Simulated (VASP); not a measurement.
VASP ran on this input.

File KPOINTS:
```
Automatic mesh
0
Gamma
9 9 9
0 0 0
```

**POSCAR**
```
SrVO3
1
    3.7843200000     0.0000000000     0.0000000000
    0.0000000000     3.7843200000     0.0000000000
    0.0000000000     0.0000000000     3.7843200000
Sr V O
1 1 3
Direct
  0.0000000000   0.0000000000   0.0000000000
  0.5000000000   0.5000000000   0.5000000000
  0.5000000000   0.0000000000   0.5000000000
  0.0000000000   0.5000000000   0.5000000000
  0.5000000000   0.5000000000   0.0000000000
```

INCAR:
```
# general
SYSTEM       =SrVO3
PREC         =Accurate
ENCUT        =400
LREAL        =F
LASPH        =T

# electronic loop
EDIFF        =1E-6
NELM         =100
ALGO         =Normal
LMAXMIX      =4

# smearing
ISMEAR       =-1
SIGMA        =0.1

# functional
GGA          =PE
GGA_COMPAT   =F

# spin
MAGMOM       =15*0.0
LSORBIT      =T
LNONCOLLINEAR=T

# ions
ISIF         =2

# output
LWAVE        =F
LCHARG       =F
LORBIT       =11
```

POTCAR, in this order: Sr_sv V_sv O (PBE.64 set). Program: vasp_ncl.

**Question.** Translate this PBE+SOC calculation to Ansatz.

**Answer.** One equivalent input (not run):
Ansatz 0.2 input:
```yaml
crystal:
  lattice:
    - [3.7843200, 0.0000000, 0.0000000]
    - [0.0000000, 3.7843200, 0.0000000]
    - [0.0000000, 0.0000000, 3.7843200]
  atoms:
    - { symbol: Sr, position: [0.0000000, 0.0000000, 0.0000000] }
    - { symbol: V, position: [0.5000000, 0.5000000, 0.5000000] }
    - { symbol: O, position: [0.5000000, 0.0000000, 0.5000000] }
    - { symbol: O, position: [0.0000000, 0.5000000, 0.5000000] }
    - { symbol: O, position: [0.5000000, 0.5000000, 0.0000000] }
kpoints:
  mp_grid: { grid: [9, 9, 9] }
hamiltonian:
  xc: pbe
  pseudopotentials: { kind: paw }
magnetization: { noncollinear: true, spin_orbit: true }
scf:
  occupations: { method: fermi_dirac, width: 0.1 }
  max_iter: 100
output: { forces: true, stress: true, eigenvalues: true }
```
Limits of the translation: each code has its own PAW files, so the cut-off isn't converted (ENCUT is set for VASP's; basis.ecutwfc is left out, and Ansatz then takes the one that its files recommend); Ansatz stops its SCF on the density residual and VASP on the energy change (EDIFF).

The structure is a typed SrVO3 crystal (Pm-3m). The cell was not relaxed at this level. The run is one of a series of settings (GGA_COMPAT = .FALSE., LNONCOLLINEAR = .TRUE., LSORBIT = .TRUE., MAGMOM = 0.0 0.0 0.0 0.0 0.0 0.0 0.0 0.0 0.0 0.0 0.0 0.0 0.0 0.0 0.0, program vasp_ncl against the base run), some of them coarse on purpose.
